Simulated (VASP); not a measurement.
Sn (beta): the bulk modulus from VASP (plane waves, PAW) at several levels of theory. Static lattice, third-order Birch-Murnaghan fit over five volumes. The measured value holds thermal and zero-point effects that the static calculation lacks.

| level | bulk modulus (GPa) | error against measurement |
|---|---|---|
| LDA | 60.7 | +6.5 % |
| PBE | 48.0 | -15.9 % |
| PBEsol | 56.8 | -0.4 % |

Measured: 57.0 GPa (as given by Tao Chen et al., Physical Review Materials (2023), arXiv:2209.05059).

The cell of the LDA run:

```
CELL_PARAMETERS angstrom
     -2.88975     2.88975     1.56816
      2.88975    -2.88975     1.56816
      2.88975     2.88975    -1.56816
ATOMIC_POSITIONS crystal
  Sn 0.25000 0.75000 0.50000
  Sn 0.00000 0.00000 0.00000
```

Only levels that ran to the end are used. Left out are those held back, those with too coarse a band path, GW runs whose mesh misses a band edge, hybrids' fits of cells that aren't cubic and levels without matching references; a question may draw on a part of the rest.

The compound is Sn in the beta structure.
